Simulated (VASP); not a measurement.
Input for VASP

**POSCAR**
```
NbN
1
    0.0000000000     2.1950000000     2.1950000000
    2.1950000000     0.0000000000     2.1950000000
    2.1950000000     2.1950000000     0.0000000000
Nb N
1 1
Direct
  0.0000000000   0.0000000000   0.0000000000
  0.5000000000   0.5000000000   0.5000000000
```

KPOINTS:
```
Automatic mesh
0
gamma
 13 13 13
0 0 0
```

INCAR:
```
NELM  =  100   # most electronic steps
ENCUT  =  520
EDIFF  =  1E-6   # SCF stop (eV)
SYSTEM  =  NbN
GGA  =  RP   # RPBE
EDIFFG  =  -0.01   # ionic stop
SIGMA  =  0.1   # width (eV)
LREAL  =  .FALSE.
IBRION  =  2
ALGO  =  Normal
PREC  =  Accurate
LMAXMIX  =  4
ISIF  =  3   # ions, shape and volume
ISMEAR  =  1   # Methfessel-Paxton
LASPH  =  .TRUE.
LWAVE  =  .FALSE.
NSW  =  60   # most ionic steps
LCHARG  =  .FALSE.
```

POTCAR, in this order: Nb_sv N (PBE.64 set). Program: vasp_std.

Question: Write an equivalent input for Ansatz.

Answer: One equivalent input (not run):
Ansatz 0.2 input:
```yaml
crystal:
  lattice:
    - [0.0000000, 2.1950000, 2.1950000]
    - [2.1950000, 0.0000000, 2.1950000]
    - [2.1950000, 2.1950000, 0.0000000]
  atoms:
    - { symbol: Nb, position: [0.0000000, 0.0000000, 0.0000000] }
    - { symbol: N, position: [0.5000000, 0.5000000, 0.5000000] }
kpoints:
  mp_grid: { grid: [13, 13, 13] }
hamiltonian:
  xc: rpbe
  pseudopotentials: { kind: paw }
scf:
  occupations: { method: methfessel_paxton, width: 0.1 }
  max_iter: 100
relax:
  max_steps: 60
  f_tol: 0.01
  cell: {}
output: { forces: true, stress: true, eigenvalues: true }
```
Limits of the translation: each code has its own PAW files, so the cut-off isn't converted (ENCUT is set for VASP's; basis.ecutwfc is left out, and Ansatz then takes the one that its files recommend); Ansatz stops its SCF on the density residual and VASP on the energy change (EDIFF).

The compound is NbN in the rock salt structure, the cubic δ form, which competes with hexagonal ones. This run relaxes it. Symmetry was kept, so distortions that lower it aren't found.
